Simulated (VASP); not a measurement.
Consider the following.

```yaml
crystal:
  lattice:
    - [0.00000, 2.34816, 2.34816]
    - [2.34816, 0.00000, 2.34816]
    - [2.34816, 2.34816, 0.00000]
  atoms:
    - { symbol: Yb, position: [0.00000, 0.00000, 0.00000] }
```

All values below come from PBEsol GGA, VASP's PBE PAW potentials (set 64) (plane waves; VASP). Settings: 480 eV cut-off, 8×8×8 Γ-centred mesh, Gaussian smearing of 0.050 eV, potentials Yb_2.

The 4f electrons are frozen in the core of the lanthanide potential, so 4f levels, which can set the real gap, and their magnetism are missing.

Task: What does the run give for the energy per atom (σ→0), pressure, band gap (on the k-mesh) with the smallest direct gap where there is one?

Result: 
```yaml
band gap (on the k-mesh): none (metal, semimetal or under 0.01 eV)
energy per atom (σ→0): -1.479 eV/atom
pressure: 10.03 GPa
```

The absolute energy has meaning only against runs of the same code, potentials and settings.

The compound is Yb in the fcc structure. It was relaxed first under an external pressure of 10 GPa.
